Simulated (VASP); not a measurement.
Output of a VASP run:

**OSZICAR**
```
       N       E                     dE             d eps       ncg     rms          rms(c)
DAV:   1     0.205467775113E+03    0.20547E+03   -0.18729E+04  5192   0.131E+03
DAV:   2    -0.400945882564E+02   -0.24556E+03   -0.24034E+03  6563   0.322E+02
DAV:   3    -0.500373403979E+02   -0.99428E+01   -0.99275E+01  6745   0.667E+01
DAV:   4    -0.502060478327E+02   -0.16871E+00   -0.16866E+00  7368   0.794E+00
DAV:   5    -0.502097797988E+02   -0.37320E-02   -0.37318E-02  7165   0.763E-01    0.673E+01
DAV:   6    -0.434884629916E+02    0.67213E+01   -0.38903E+01  5915   0.377E+01    0.572E+01
DAV:   7    -0.434253877233E+02    0.63075E-01   -0.20894E+00  6979   0.963E+00    0.331E+01
DAV:   8    -0.434154662037E+02    0.99215E-02   -0.18890E-01  6621   0.381E+00    0.443E+00
DAV:   9    -0.434055132530E+02    0.99530E-02   -0.69756E-02  6363   0.163E+00    0.167E+00
DAV:  10    -0.434051677175E+02    0.34554E-03   -0.85910E-03  6601   0.622E-01    0.422E-01
DAV:  11    -0.434050953097E+02    0.72408E-04   -0.57947E-04  6498   0.168E-01    0.959E-02
DAV:  12    -0.434051239064E+02   -0.28597E-04   -0.65754E-05  6937   0.574E-02    0.155E-01
DAV:  13    -0.434051273563E+02   -0.34500E-05   -0.68670E-06  6503   0.197E-02    0.603E-03
DAV:  14    -0.434051271845E+02    0.17184E-06   -0.54968E-07  4732   0.534E-03
   1 F= -.43405127E+02 E0= -.43405127E+02  d E =-.500729E-32
```

OUTCAR:
```
------------------------ aborting loop because EDIFF is reached ----------------------------------------
  FORCE on cell =-STRESS in cart. coord.  units (eV):
  Direction    XX          YY          ZZ          XY          YZ          ZX
  --------------------------------------------------------------------------------------
  Total        4.0625344      4.0624885      4.0625186     -0.0000014     -0.0000009     -0.0000048
  in kB       94.4438886     94.4428212     94.4435206     -0.0000323     -0.0000209     -0.0001117
  external PRESSURE =      94.4434101 kB  Pullay stress =       0.0000000 kB
  volume of cell :       68.92
      direct lattice vectors                 reciprocal lattice vectors
     4.099944000  0.000000000  0.000000000     0.243905770  0.000000000  0.000000000
     0.000000000  4.099944000  0.000000000     0.000000000  0.243905770  0.000000000
     0.000000000  0.000000000  4.099944000     0.000000000  0.000000000  0.243905770
 POSITION                                       TOTAL-FORCE (eV/Angst)
 -----------------------------------------------------------------------------------
      0.00000      0.00000      0.00000         0.000001      0.000001      0.000001
      2.04997      2.04997      2.04997        -0.000000      0.000000      0.000000
      2.04997      0.00000      2.04997         0.000002     -0.000000     -0.000001
      0.00000      2.04997      2.04997        -0.000001     -0.000000      0.000001
      2.04997      2.04997      0.00000        -0.000001     -0.000000     -0.000001
 -----------------------------------------------------------------------------------
    total drift:                                0.000004     -0.000003      0.000001
  FREE ENERGIE OF THE ION-ELECTRON SYSTEM (eV)
  ---------------------------------------------------
  free  energy   TOTEN  =       -43.4051271845 eV

  energy  without entropy=      -43.4051271845  energy(sigma->0) =      -43.40512718
```
(Selected blocks of OUTCAR.)

### POSCAR
```
BaHfO3
1
    4.0999440000     0.0000000000     0.0000000000
    0.0000000000     4.0999440000     0.0000000000
    0.0000000000     0.0000000000     4.0999440000
Ba Hf O
1 1 3
Direct
  0.0000000000   0.0000000000   0.0000000000
  0.5000000000   0.5000000000   0.5000000000
  0.5000000000   0.0000000000   0.5000000000
  0.0000000000   0.5000000000   0.5000000000
  0.5000000000   0.5000000000   0.0000000000
```

Task: Reconstruct the remaining input files.

Result: Several could match; the one computed here: the input of the run itself, PBE GGA, plane waves, VASP's PBE PAW potentials (set 64).

KPOINTS:
```
Automatic mesh
0
Gamma
  6 6 6
```

**INCAR**
```
ALGO=Normal
EDIFF=1E-6
ENCUT=400
GGA=PE
ISIF=2
ISMEAR=0
ISYM=0
LASPH=.True.
LCHARG=.False.
LMAXMIX=6
LREAL=.False.
LWAVE=.False.
NELM=100
PREC=Accurate
SIGMA=0.02
SYSTEM=BaHfO3
```

POTCAR, in this order: Ba_sv Hf_pv O (PBE.64 set). Program: vasp_std.

At this cut-off the stress carries a Pulay error, which pulls relaxed volumes low.

The structure is a typed BaHfO3 crystal. The cell was not relaxed at this level. The run is one of a series of settings (ISYM = 0 against the base run), some of them coarse on purpose.
